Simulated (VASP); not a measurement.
**TiPd: single point with LDA**

TiPd:

```
Ti Pd
1.0
     2.64583    0.00000    0.00000
     0.00000    2.64583    0.00000
     0.00000    0.00000    3.86576
Ti Pd
1 1
Cartesian
  0.0000 0.0000 0.0000
  1.3229 1.3229 1.9329
```

The cell comes from a database or a generator and needn't be the stable form of this composition.

The cell isn't the ideal one: strain -0.0600 x Voigt [1, 1, 0, 0, 0, 0], atoms carried along.

```json
{"Program": "VASP 6.6.1", "Task": "single point", "Functional": "LDA", "Potentials or basis": "VASP PAW LDA potentials, release 64 (Ti_sv, Pd)", "Cutoff": "520 eV", "k mesh": "16 × 16 × 12", "Occupations": "gaussian, width 0.15 eV", "Spin": "no spin polarisation", "Dipole correction": "no", "Further INCAR settings": "ALGO = Fast; EDIFF = 1e-06; NBANDS = 18"}
```

The pressure is 15.5 GPa. The band gap on the k mesh is none (metal or under the smearing width).

Stress tensor (GPa, compression positive):
```
18.25  0.00  0.00
 0.00 18.25  0.00
 0.00  0.00  9.89
```

Levels at points of the mesh, in eV from the Fermi level:
```csv
k point,band 8,band 9,band 10,band 11,band 12,band 13,band 14,band 15
"(0.00, 0.00, 0.00)",-3.00,-3.00,-1.59,-0.75,0.52,2.83,3.35,3.35
"(0.50, 0.00, 0.00)",-3.02,-2.63,-2.37,-1.22,-0.59,1.75,2.18,2.75
"(0.50, 0.50, 0.00)",-5.31,-0.39,0.67,2.64,2.64,3.25,3.51,3.51
"(0.00, 0.00, 0.50)",-3.07,-2.64,-2.64,-1.53,-1.33,0.76,2.23,2.23
"(0.50, 0.00, 0.50)",-3.30,-2.81,-0.20,0.42,0.59,0.98,2.57,3.32
"(0.50, 0.50, 0.50)",-2.70,-2.61,-1.10,-1.10,-0.39,2.28,4.89,9.43
```

Run time: 83 s on 1 thread of Intel(R) Xeon(R) 6975P-C (Granite Rapids), with other jobs on the host, peak memory 0.26 GiB.

Caveat: so large a pressure means that the cell lies far from this level's equilibrium, or that cutoff or potentials fall short.
